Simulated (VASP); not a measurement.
NiAl (CsCl type): the bulk modulus from VASP (plane waves, PAW) at several levels of theory. Static lattice, third-order Birch-Murnaghan fit over five volumes.  The measured value holds thermal and zero-point effects that the static calculation lacks.

```tsv
level	bulk modulus (GPa)	error against measurement
LDA	186	+19.5 %
PBE	160	+2.4 %
PBEsol	173	+11.2 %
RPBE	148	-4.8 %
AM05	173	+11.1 %
PBE-D3(BJ)	174	+11.5 %
PBE-D4	173	+10.6 %
optB88-vdW	159	+2.2 %
rev-vdW-DF2	164	+5.2 %
revTPSS	177	+13.2 %
SCAN	181	+16.2 %
r2SCAN	178	+14.1 %
r2SCAN+rVV10	181	+15.9 %
```

Measured: 156 GPa (as given by Yamada et al., (2019), arXiv:1910.09660).

The cell of the LDA run:

AlNi is taken in the cubic space group Pm-3m (No. 221), the CsCl type structure, Pearson symbol cP2. Cell: a = b = c = 2.834 Å, α = β = γ = 90.00°. Al on 1b is coordinated by 8 Ni at 2.454 Å and 6 Al at 2.834 Å. Ni on 1a is surrounded by 8 Al at 2.454 Å and 6 Ni at 2.834 Å. (Neighbours: up to the widest gap in distance over summed covalent radii, below 1.35, at either atom.)

Only levels that ran to the end are used. Left out are those held back, those with too coarse a band path, GW runs whose mesh misses a band edge, hybrids' fits of cells that aren't cubic and levels without matching references; a question may draw on a part of the rest.

The compound is NiAl in the CsCl type structure.
